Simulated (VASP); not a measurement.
The input files of a VASP run:

INCAR:
```
! general
SYSTEM   = GaP
PREC     = Accurate
ENCUT    = 520
LREAL    = .False.
LASPH    = .True.

! electronic loop
EDIFF    = 1E-7
NELM     = 100
ALGO     = Normal
LMAXMIX  = 4

! smearing
ISMEAR   = -5

! functional
GGA      = MK
LUSE_VDW = .True.
AGGAC    = 0.0
PARAM1   = 0.1234
PARAM2   = 1.0

! ions
ISIF     = 2

! output
LWAVE    = .False.
LCHARG   = .True.
LORBIT   = 11
NEDOS    = 601
```

File KPOINTS:
```
Automatic mesh
0
Gamma
9 9 9
0 0 0
```

File POSCAR:
```
GaP
1
   -0.0000000000     2.7357839664     2.7357839664
    2.7357839664     0.0000000000     2.7357839664
    2.7357839664     2.7357839664     0.0000000000
Ga P
1 1
Direct
  0.0000000000   0.0000000000   0.0000000000
  0.2500000000   0.2500000000   0.2500000000
```

POTCAR, in this order: Ga_d P (PBE.64 set). Program: vasp_std.

Task: Write an equivalent input for Quantum ESPRESSO's pw.x.

Result: One equivalent input (not run):
```
&CONTROL
  calculation = 'scf'
  pseudo_dir = './pseudo'
  outdir = './out'
  tprnfor = .true.
  tstress = .true.
/
&SYSTEM
  ibrav = 0
  nat = 2
  ntyp = 2
  ecutwfc = 80
  occupations = 'tetrahedra'
  input_dft = 'vdw-df-ob86'
/
&ELECTRONS
  conv_thr = 7.3e-09
  electron_maxstep = 100
/
ATOMIC_SPECIES
  Ga 69.723 Ga.upf
  P 30.974 P.upf
CELL_PARAMETERS angstrom
    -0.0000000    2.7357840    2.7357840
     2.7357840    0.0000000    2.7357840
     2.7357840    2.7357840    0.0000000
ATOMIC_POSITIONS crystal
  Ga   0.0000000  0.0000000  0.0000000
  P    0.2500000  0.2500000  0.2500000
K_POINTS automatic
  9 9 9 0 0 0
```
What does not carry over: the potentials are each code's own (VASP's PAW set, PseudoDojo norm-conserving files in pw.x), so ENCUT and ecutwfc are chosen apart and not converted; conv_thr bounds pw.x's estimated SCF error, while EDIFF bounds the energy change between steps.

The compound is GaP in the zinc blende structure. It was relaxed first.
